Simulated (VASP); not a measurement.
The system is TaN.

```
CELL_PARAMETERS angstrom
0.00000 2.21132 2.21132
2.21132 0.00000 2.21132
2.21132 2.21132 0.00000
ATOMIC_POSITIONS crystal
Ta 0.50000 0.50000 0.50000
N 0.00000 0.00000 0.00000
```

The cell comes from a database or a generator and needn't be the stable form of this composition.

- Program: VASP 6.6.1
- Task: relaxation of cell and atoms
- Functional: LDA
- Potentials or basis: VASP PAW LDA potentials, release 64 (Ta_pv, N)
- Cutoff: 600 eV
- k mesh: 14 × 14 × 14
- Occupations: methfessel-paxton, width 0.1 eV
- Spin: no spin polarisation

At the start: pressure -15.5 GPa; volume 10.81 Å³/atom.

Question: Where does the relaxation end?

Answer: Over 4 steps the energy falls by 24.3 meV/atom and the volume is 10.33 Å³/atom (-4.4 %); space group Fm-3m (No. 225, to 0.05 Å).

Step by step:
| step | energy change (eV) | largest force (eV/Å) | pressure (GPa) | volume (Å³) |
| --- | --- | --- | --- | --- |
| 1 | 0.0000 | 0.0000 | -15.47 | 21.63 |
| 2 | 0.2678 | 0.0000 | 52.35 | 18.52 |
| 3 | -0.0485 | 0.0000 | -0.65 | 20.70 |
| 4 | -0.0486 | 0.0000 | -0.14 | 20.67 |

Final structure:
```yaml
crystal:
  lattice:
    - [0.00000, 2.17813, 2.17813]
    - [2.17813, 0.00000, 2.17813]
    - [2.17813, 2.17813, 0.00000]
  atoms:
    - { symbol: Ta, position: [0.50000, 0.50000, 0.50000] }
    - { symbol: N, position: [0.00000, 0.00000, 0.00000] }
```
